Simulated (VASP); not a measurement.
# A VASP study of TePd (PBEsol): structure first, properties next, part 4 of 5

How well does PBEsol reproduce what experiment finds for TePd? The cell is relaxed first, and properties follow on it. The start is a cell from a database of measured crystal structures.

VASP 6.6.1, plane waves and PAW; the level of theory is named at each step.

So far. Step 4 (Bands along the symmetry lines (PBEsol)): There is no gap at this level. Step 5 (Density of states (PBEsol)): The finer mesh and the other smearing move the Fermi level by +0.01 eV from the 7×7×5 run, a small shift, which tests the Fermi level alone. Of the states within 0.3 eV of the Fermi level, the largest shares in the PAW spheres are Pd d 36 %, Te p 28 % and Pd p 6 %. The rest lies in smaller channels or between the spheres. The relaxed cell has a = 4.157, c = 5.615 Å (conventional setting).

### Step 6. Vibrations at Γ (PBEsol)

Level of this step: PBEsol; plane waves and PAW (Te, Pd) (VASP).

Zone-centre modes test whether the atoms sit at a minimum within this cell. IBRION = 8 takes the force constants from linear response, which needs tightly converged orbitals.

The input, INCAR:

```
SYSTEM = TePd
PREC = Accurate
ENCUT = 400
EDIFF = 1E-08
NELM = 100
ISMEAR = 1
SIGMA = 0.2
LREAL = .FALSE.
ALGO = Normal
GGA = PS
NBANDS = 22
LASPH = .TRUE.
LORBIT = 11
LWAVE = .FALSE.
LCHARG = .FALSE.
KPAR = 4
IBRION = 8
ISIF = 2
```

The input, POSCAR:

```
TePd
1.0
    4.1568387541      0.0000000000      0.0000000000
   -2.0784193771      3.5999279605      0.0000000000
    0.0000000000      0.0000000000      5.6148976823
Te Pd
2 2
Direct
    0.3333333333      0.6666666667      0.2500000000
    0.6666666667      0.3333333333      0.7500000000
    0.0000000000      0.0000000000      0.0000000000
    0.0000000000      0.0000000000      0.5000000000
```

The input, KPOINTS:

```
Automatic mesh
0
Gamma
11 11 7
0 0 0
```

Potentials, in the order of the species: Te and Pd (PBE family, release 64).

Run with:

```console
$ mpirun -np 4 vasp_std
```

Log:

```text
[... set-up lines as in an earlier step ...]
 entering main loop
       N       E                     dE             d eps       ncg     rms          rms(c)
DAV:   1     0.146552998285E+03    0.14655E+03   -0.11862E+04  2816   0.103E+03
DAV:   2    -0.146345974734E+02   -0.16119E+03   -0.15040E+03  3228   0.230E+02
DAV:   3    -0.207321883286E+02   -0.60976E+01   -0.59776E+01  3384   0.452E+01
DAV:   4    -0.208213846117E+02   -0.89196E-01   -0.89149E-01  3294   0.594E+00
DAV:   5    -0.208231947968E+02   -0.18102E-02   -0.18101E-02  3412   0.810E-01    0.162E+01
DAV:   6    -0.205921790992E+02    0.23102E+00   -0.71064E-01  3014   0.788E+00    0.951E+00
DAV:   7    -0.205462648098E+02    0.45914E-01   -0.27881E-01  3032   0.512E+00    0.261E+00
DAV:   8    -0.205097697981E+02    0.36495E-01   -0.14688E-01  2984   0.383E+00    0.107E+00
DAV:   9    -0.205100985848E+02   -0.32879E-03   -0.51730E-03  3320   0.415E-01    0.800E-01
DAV:  10    -0.205095986869E+02    0.49990E-03   -0.48867E-03  3026   0.565E-01    0.264E-01
DAV:  11    -0.205093166613E+02    0.28203E-03   -0.38345E-04  3272   0.207E-01    0.211E-01
DAV:  12    -0.205092850741E+02    0.31587E-04   -0.97934E-05  3116   0.632E-02    0.758E-02
DAV:  13    -0.205092768172E+02    0.82568E-05   -0.10010E-05  3326   0.246E-02    0.236E-02
DAV:  14    -0.205092741671E+02    0.26502E-05   -0.42994E-06  3146   0.186E-02    0.749E-03
DAV:  15    -0.205092738159E+02    0.35118E-06   -0.13621E-06  3248   0.913E-03    0.212E-03
DAV:  16    -0.205092738462E+02   -0.30373E-07   -0.60990E-08  3110   0.155E-03    0.418E-03
DAV:  17    -0.205092738523E+02   -0.60686E-08   -0.61360E-09  1648   0.742E-04
   1 F= -.20509274E+02 E0= -.20508642E+02  d E =-.189650E-02
 Linear response reoptimize wavefunctions to high precision
DAV:   1    -0.205092738562E+02   -0.39004E-08   -0.70978E-09  2910   0.529E-04
DAV:   2    -0.205092738562E+02    0.21373E-10   -0.30851E-10  1564   0.125E-04
 Linear response DOF=           4
 Linear response progress:
  Degree of freedom:   1/  4
       N       E                     dE             d eps       ncg     rms          rms(c)
RMM:   1    -0.442256853787E-01   -0.44226E-01    0.46960E-02 27570   0.989E-01
RMM:   2    -0.434047513864E-01    0.82093E-03   -0.15906E-03 16522   0.216E-01    0.955E-02
RMM:   3    -0.432603291688E-01    0.14442E-03   -0.85296E-05 17298   0.487E-02    0.635E-02
RMM:   4    -0.431519032937E-01    0.10843E-03   -0.34355E-05 17884   0.283E-02    0.140E-02
RMM:   5    -0.431521905284E-01   -0.28723E-06   -0.16231E-06 18043   0.630E-03    0.705E-03
RMM:   6    -0.431545925984E-01   -0.24021E-05   -0.39531E-07 18141   0.190E-03    0.275E-03
RMM:   7    -0.431554662042E-01   -0.87361E-06    0.77568E-09 18281   0.525E-04    0.102E-03
RMM:   8    -0.431554269940E-01    0.39210E-07    0.27763E-07 18468   0.159E-04    0.277E-04
RMM:   9    -0.431553346564E-01    0.92338E-07    0.22830E-08 18572   0.639E-05    0.835E-05
RMM:  10    -0.431553168539E-01    0.17803E-07    0.57889E-09 18449   0.334E-05    0.294E-05
RMM:  11    -0.431553387229E-01   -0.21869E-07   -0.11995E-08 18781   0.136E-05    0.688E-06
RMM:  12    -0.431553440870E-01   -0.53641E-08    0.98596E-09 17607   0.807E-06    0.118E-06
 first order change of Fermi-energy  -0.22461E-04
 force on displaced ion       1 direction 1 :  -4.526  -0.001   0.000
 Linear response progress:
  Degree of freedom:   2/  4
       N       E                     dE             d eps       ncg     rms          rms(c)
RMM:   1    -0.562127484900E-01   -0.56213E-01    0.47460E-02 10673   0.103E+00
RMM:   2    -0.543431632989E-01    0.18696E-02   -0.17371E-03  6389   0.234E-01    0.134E-01
RMM:   3    -0.543116528914E-01    0.31510E-04   -0.13276E-03  6522   0.198E-01    0.160E-01
RMM:   4    -0.540807104184E-01    0.23094E-03   -0.41199E-04  6400   0.111E-01    0.736E-02
RMM:   5    -0.539740621348E-01    0.10665E-03   -0.12675E-05  6857   0.185E-02    0.306E-03
RMM:   6    -0.539771931241E-01   -0.31310E-05   -0.53603E-07  6902   0.403E-03    0.241E-03
RMM:   7    -0.539784561963E-01   -0.12631E-05   -0.19435E-07  6925   0.159E-03    0.886E-04
RMM:   8    -0.539775773080E-01    0.87889E-06   -0.20939E-07  7025   0.497E-04    0.241E-04
RMM:   9    -0.539773812037E-01    0.19610E-06   -0.51434E-10  7004   0.167E-04    0.416E-05
RMM:  10    -0.539773444300E-01    0.36774E-07   -0.51292E-08  7125   0.590E-05    0.217E-05
RMM:  11    -0.539773421258E-01    0.23042E-08   -0.44988E-09  7064   0.324E-05    0.617E-06
 first order change of Fermi-energy   0.77676E-04
 force on displaced ion       1 direction 3 :   0.000  -0.000  -5.145
 Linear response progress:
  Degree of freedom:   3/  4
       N       E                     dE             d eps       ncg     rms          rms(c)
RMM:   1    -0.263338547811E+00   -0.26334E+00   -0.26875E-01 16928   0.315E+00
RMM:   2    -0.259542403564E+00    0.37961E-02   -0.53772E-03 15459   0.435E-01    0.107E-01
RMM:   3    -0.259855217186E+00   -0.31281E-03   -0.99198E-05 16352   0.684E-02    0.660E-02
RMM:   4    -0.260402979291E+00   -0.54776E-03   -0.13022E-04 16723   0.639E-02    0.108E-02
RMM:   5    -0.260345962468E+00    0.57017E-04   -0.20621E-06 17061   0.102E-02    0.650E-03
RMM:   6    -0.260274937625E+00    0.71025E-04   -0.26194E-06 16749   0.860E-03    0.114E-03
RMM:   7    -0.260283659025E+00   -0.87214E-05   -0.32002E-08 17063   0.249E-03    0.924E-04
RMM:   8    -0.260281508991E+00    0.21500E-05    0.19503E-07 17285   0.870E-04    0.765E-04
RMM:   9    -0.260272290505E+00    0.92185E-05   -0.97879E-09 16903   0.679E-04    0.802E-05
RMM:  10    -0.260271628565E+00    0.66194E-06    0.34414E-09 17848   0.208E-04    0.396E-05
RMM:  11    -0.260271497811E+00    0.13075E-06   -0.80406E-08 17329   0.630E-05    0.205E-05
RMM:  12    -0.260271606182E+00   -0.10837E-06   -0.76273E-09 17415   0.342E-05    0.572E-06
RMM:  13    -0.260271664711E+00   -0.58529E-07   -0.11355E-08 18153   0.176E-05    0.158E-06
RMM:  14    -0.260271674676E+00   -0.99648E-08   -0.17709E-09 15983   0.116E-05    0.660E-07
 first order change of Fermi-energy   0.80856E-04
 force on displaced ion       3 direction 1 :  -3.111   0.000   0.000
 Linear response progress:
  Degree of freedom:   4/  4
       N       E                     dE             d eps       ncg     rms          rms(c)
RMM:   1    -0.272794624117E+00   -0.27279E+00   -0.28076E-01  6857   0.318E+00
RMM:   2    -0.266634928612E+00    0.61597E-02   -0.50221E-03  6204   0.441E-01    0.104E-01
RMM:   3    -0.266907981711E+00   -0.27305E-03   -0.13302E-04  6494   0.746E-02    0.614E-02
RMM:   4    -0.267328140004E+00   -0.42016E-03   -0.12202E-04  6686   0.595E-02    0.948E-03
RMM:   5    -0.267322148314E+00    0.59917E-05   -0.19568E-06  6843   0.960E-03    0.558E-03
RMM:   6    -0.267301113714E+00    0.21035E-04   -0.10008E-06  6746   0.603E-03    0.310E-03
RMM:   7    -0.267296036175E+00    0.50775E-05   -0.13635E-07  6793   0.307E-03    0.672E-04
RMM:   8    -0.267295334477E+00    0.70170E-06    0.67827E-07  6967   0.766E-04    0.350E-04
RMM:   9    -0.267290032854E+00    0.53016E-05    0.80638E-08  6970   0.302E-04    0.574E-05
RMM:  10    -0.267289681127E+00    0.35173E-06    0.16790E-07  7087   0.955E-05    0.226E-05
RMM:  11    -0.267289529764E+00    0.15136E-06   -0.37808E-08  7075   0.380E-05    0.119E-05
RMM:  12    -0.267289488773E+00    0.40991E-07   -0.12699E-08  7064   0.204E-05    0.321E-06
RMM:  13    -0.267289510230E+00   -0.21457E-07   -0.33530E-09  7105   0.122E-05    0.199E-06
RMM:  14    -0.267289512510E+00   -0.22792E-08   -0.53549E-10  5606   0.992E-06    0.464E-07
 first order change of Fermi-energy  -0.85951E-04
 force on displaced ion       3 direction 3 :   0.000   0.000  -7.972
 Linear response finished
```

Elapsed: 3.4 min, on 4 MPI ranks of Intel Xeon 6975P-C (Granite Rapids), shared host; peak memory 2.7 GiB.

Parts of OUTCAR (step 6):

```text
   k-points           NKPTS =     64   k-points in BZ     NKDIM =     64   number of bands    NBANDS=     22

   NELECT =      32.0000    total number of electrons

  Total       -0.0395708     -0.0395708     -0.1010962      0.0000000     -0.0000000      0.0000000
  in kB       -0.7545470     -0.7545470     -1.9277324      0.0000000     -0.0000000      0.0000000
  external PRESSURE =      -1.1456088 kB  Pullay stress =       0.0000000 kB

 POSITION                                       TOTAL-FORCE (eV/Angst)
 -----------------------------------------------------------------------------------
     -0.00000      2.39995      1.40372        -0.000000     -0.000000      0.000000
      2.07842      1.19998      4.21117         0.000000      0.000000      0.000000
      0.00000      0.00000      0.00000        -0.000000      0.000000      0.000000
      0.00000      0.00000      2.80745        -0.000000      0.000000      0.000000
 -----------------------------------------------------------------------------------
    total drift:                                0.000000     -0.000000      0.000000

 Eigenvectors and eigenvalues of the dynamical matrix
 ----------------------------------------------------

   1 f  =    5.468966 THz    34.362524 2PiTHz  182.425054 cm-1    22.617814 meV
             X         Y         Z           dx          dy          dz
     -0.000000  2.399952  1.403724     0.000000    0.000000    0.000000
      2.078419  1.199976  4.211173     0.000000    0.000000    0.000000
      0.000000  0.000000  0.000000    -0.000000   -0.000000    0.707107
      0.000000  0.000000  2.807449    -0.000000   -0.000000   -0.707107

   2 f  =    4.014312 THz    25.222665 2PiTHz  133.903027 cm-1    16.601852 meV
             X         Y         Z           dx          dy          dz
     -0.000000  2.399952  1.403724    -0.288964    0.379125   -0.000000
      2.078419  1.199976  4.211173    -0.288964    0.379125    0.000000
      0.000000  0.000000  0.000000     0.316591   -0.415372    0.000000
      0.000000  0.000000  2.807449     0.316591   -0.415372    0.000000

   3 f  =    4.014312 THz    25.222665 2PiTHz  133.903027 cm-1    16.601852 meV
             X         Y         Z           dx          dy          dz
     -0.000000  2.399952  1.403724    -0.379125   -0.288964   -0.000000
      2.078419  1.199976  4.211173    -0.379125   -0.288964    0.000000
      0.000000  0.000000  0.000000     0.415372    0.316591   -0.000000
      0.000000  0.000000  2.807449     0.415372    0.316591   -0.000000

   4 f  =    3.754360 THz    23.589340 2PiTHz  125.231973 cm-1    15.526779 meV
             X         Y         Z           dx          dy          dz
     -0.000000  2.399952  1.403724     0.000000    0.000000   -0.707107
      2.078419  1.199976  4.211173     0.000000   -0.000000    0.707107
      0.000000  0.000000  0.000000    -0.000000   -0.000000   -0.000000
      0.000000  0.000000  2.807449    -0.000000    0.000000    0.000000

   5 f  =    3.510465 THz    22.056903 2PiTHz  117.096515 cm-1    14.518111 meV
             X         Y         Z           dx          dy          dz
     -0.000000  2.399952  1.403724    -0.000000   -0.000000   -0.477315
      2.078419  1.199976  4.211173    -0.000000   -0.000000   -0.477315
      0.000000  0.000000  0.000000     0.000000    0.000000    0.521699
      0.000000  0.000000  2.807449    -0.000000    0.000000    0.521699

   6 f  =    3.164364 THz    19.882286 2PiTHz  105.551827 cm-1    13.086753 meV
             X         Y         Z           dx          dy          dz
     -0.000000  2.399952  1.403724     0.428632   -0.562383   -0.000000
      2.078419  1.199976  4.211173    -0.428632    0.562383    0.000000
      0.000000  0.000000  0.000000     0.000000   -0.000000    0.000000
      0.000000  0.000000  2.807449     0.000000    0.000000   -0.000000

   7 f  =    3.164364 THz    19.882286 2PiTHz  105.551827 cm-1    13.086753 meV
             X         Y         Z           dx          dy          dz
     -0.000000  2.399952  1.403724    -0.562383   -0.428632   -0.000000
      2.078419  1.199976  4.211173     0.562383    0.428632    0.000000
      0.000000  0.000000  0.000000    -0.000000   -0.000000    0.000000
      0.000000  0.000000  2.807449    -0.000000   -0.000000   -0.000000

   8 f  =    2.344979 THz    14.733938 2PiTHz   78.220080 cm-1     9.698050 meV
             X         Y         Z           dx          dy          dz
     -0.000000  2.399952  1.403724     0.000000    0.000000   -0.000000
      2.078419  1.199976  4.211173     0.000000    0.000000   -0.000000
      0.000000  0.000000  0.000000     0.428624   -0.562389   -0.000000
      0.000000  0.000000  2.807449    -0.428624    0.562389   -0.000000

   9 f  =    2.344979 THz    14.733938 2PiTHz   78.220080 cm-1     9.698050 meV
             X         Y         Z           dx          dy          dz
     -0.000000  2.399952  1.403724    -0.000000    0.000000   -0.000000
      2.078419  1.199976  4.211173    -0.000000    0.000000   -0.000000
      0.000000  0.000000  0.000000    -0.562389   -0.428624   -0.000000
      0.000000  0.000000  2.807449     0.562389    0.428624   -0.000000

  10 f/i=    0.001109 THz     0.006967 2PiTHz    0.036984 cm-1     0.004585 meV
             X         Y         Z           dx          dy          dz
     -0.000000  2.399952  1.403724    -0.086742    0.515014   -0.000000
      2.078419  1.199976  4.211173    -0.086742    0.515014   -0.000000
      0.000000  0.000000  0.000000    -0.079172    0.470072   -0.000000
      0.000000  0.000000  2.807449    -0.079172    0.470072   -0.000000

  11 f/i=    0.001109 THz     0.006967 2PiTHz    0.036984 cm-1     0.004585 meV
             X         Y         Z           dx          dy          dz
     -0.000000  2.399952  1.403724    -0.515014   -0.086742    0.000000
      2.078419  1.199976  4.211173    -0.515014   -0.086742    0.000000
      0.000000  0.000000  0.000000    -0.470072   -0.079172    0.000000
      0.000000  0.000000  2.807449    -0.470072   -0.079172    0.000000

  12 f/i=    0.003214 THz     0.020197 2PiTHz    0.107220 cm-1     0.013294 meV
             X         Y         Z           dx          dy          dz
     -0.000000  2.399952  1.403724     0.000000   -0.000000   -0.521699
      2.078419  1.199976  4.211173     0.000000   -0.000000   -0.521699
      0.000000  0.000000  0.000000     0.000000   -0.000000   -0.477315
      0.000000  0.000000  2.807449     0.000000   -0.000000   -0.477315

 ELASTIC MODULI CONTR FROM IONIC RELAXATION (kBar)
 Direction    XX          YY          ZZ          XY          YZ          ZX
 --------------------------------------------------------------------------------
 XX         -30.6355     30.6355      0.0000      0.0000     -0.0000     -0.0000
 YY          30.6355    -30.6355     -0.0000      0.0000      0.0000      0.0000
 ZZ           0.0000     -0.0000     -0.0000      0.0000      0.0000      0.0000
 XY           0.0000      0.0000      0.0000    -30.6355      0.0000      0.0000
 YZ          -0.0000      0.0000      0.0000      0.0000     -0.0000     -0.0000
 ZX          -0.0000      0.0000      0.0000      0.0000     -0.0000     -0.0000
 --------------------------------------------------------------------------------

[... 8 parts as in an earlier step ...]

[... 2 further parts left out ...]
```

Energies printed during the response cycles are not total energies of the cell.

Numbers from this step:

```yaml
bands: 22
pressure_of_the_cell: -0.1146 GPa
largest_force_of_the_cell: 0 eV/Å
fermi_energy: 9.221 eV
```

The modes at Γ (shares of kinetic energy by element, %):

| mode | frequency (cm⁻¹) | symmetry | Te % | Pd % |
| --- | --- | --- | --- | --- |
| 1 | -0.1 | acoustic | 54 | 46 |
| 2 | 0.0 | acoustic | 55 | 45 |
| 3 | 0.0 | acoustic | 55 | 45 |
| 4 | 78.2 | E2u | 0 | 100 |
| 5 | 78.2 | E2u | 0 | 100 |
| 6 | 105.6 | E2g | 100 | 0 |
| 7 | 105.6 | E2g | 100 | 0 |
| 8 | 117.1 | A2u | 46 | 54 |
| 9 | 125.2 | Bg | 100 | 0 |
| 10 | 133.9 | E1u | 45 | 55 |
| 11 | 133.9 | E1u | 45 | 55 |
| 12 | 182.4 | Bu | 0 | 100 |

Displacements in mode 4 (78.2 cm⁻¹), the largest set to 1:
```
Te1  0.00  0.00  0.00
Te2  0.00  0.00  0.00
Pd3 -1.00 -0.76  0.00
Pd4  1.00  0.76  0.00
```

Displacements in mode 6 (105.6 cm⁻¹), the largest set to 1:
```
Te1 -1.00 -0.76  0.00
Te2  1.00  0.76  0.00
Pd3  0.00  0.00  0.00
Pd4  0.00  0.00  0.00
```

The three acoustic modes lie within 0.1 cm⁻¹ of zero, and all others are real. By the characters of their eigenvectors the optical modes sort into (cm⁻¹) Raman active: E2g 106; infrared active: A2u 117, E1u 134; silent: E2u 78, Bg 125, Bu 182. B labels carry no number here, since it depends on the setting of the axes. With a centre of inversion no mode is active in both.

(Continued in part 5 of 5.)

[Lines on the potential files, build, host, timing and source positions are cut from VASP's logs without a mark.]

[Logs are printed without paths, hosts, clocks, repeated set-up lines and the standing remarks that a program may print on its own settings, such as how far it seeks lower states.]

[Hosts, paths, dates, database ids (printed as entryN), source tags and the programs' standing remarks are cut or masked in the printed files.]

[A measured line is paired with the nearest computed mode of its activity, which favours agreement.]
